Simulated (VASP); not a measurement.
Here is the system:

```
TiB
1.0
    3.86446     0.00000     0.00000
   -1.93223     3.34672     0.00000
    0.00000     0.00000     4.45269
Ti B
2 2
Direct
  0.33333   0.66667   0.93747
  0.66667   0.33333   0.43747
  0.33333   0.66667   0.43753
  0.66667   0.33333   0.93753
```

The numbers are results of PBE GGA, VASP's PBE PAW potentials (set 64) (plane waves; VASP), not measurements. Run with 520 eV cut-off, 10×10×8 Γ-centred mesh, tetrahedra with Blöchl corrections, potentials Ti_sv B.

The cores are frozen, which limits the accuracy of field gradients.

Q: Give the principal components of the electric field gradient (V/Å²) and the asymmetry η at each nucleus.

A: 
```json
[
 {"atom": "Ti1", "Vxx": "23.4", "Vyy": "23.4", "Vzz": "-46.8", "η": "0.00"},
 {"atom": "Ti2", "Vxx": "23.4", "Vyy": "23.4", "Vzz": "-46.8", "η": "0.00"},
 {"atom": "B3", "Vxx": "0.4", "Vyy": "0.4", "Vzz": "-0.8", "η": "0.00"},
 {"atom": "B4", "Vxx": "0.4", "Vyy": "0.4", "Vzz": "-0.8", "η": "0.00"}
]
```

The structure was generated: TiB was put into the wurtzite type (P6_3mc), which need not be its known phase. It was relaxed first, which changed the volume by -36 %. The relaxed cell has space group P6_3/mmc.
